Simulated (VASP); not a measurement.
**YHo$_{3}$ (space group Pm-3m): computed properties**

Level of theory: PBEsol GGA, VASP's PBE PAW potentials (set 64) (plane waves; VASP 6.6.1).

- space group: Pm-3m (221)
- cell: a = b = c = 4.911 Å, α = β = γ = 90.00°
- volume per atom: 29.60 Å^3/atom
- band gap (over mesh and band path): none (metal, semimetal or under 0.01 eV)
- cell moment: -0.02 μB
- density: 8.19 g/cm³

```xyz
4
Lattice="4.9106 0.0000 0.0000 0.0000 4.9106 0.0000 0.0000 0.0000 4.9106" Properties=species:S:1:pos:R:3 pbc="T T T"
Y      0.0000     0.0000     0.0000
Ho     0.0000     2.4553     2.4553
Ho     2.4553     0.0000     2.4553
Ho     2.4553     2.4553     0.0000
```

The 4f electrons are frozen in the core of the lanthanide potential, so 4f levels, which can set the real gap, and their magnetism are missing.

The structure comes from a computed database's YHo3 entry (Pm-3m); how it stands against other phases isn't given here. It was relaxed first, which changed the volume by -7 %. Symmetry was kept, so distortions that lower it aren't found.
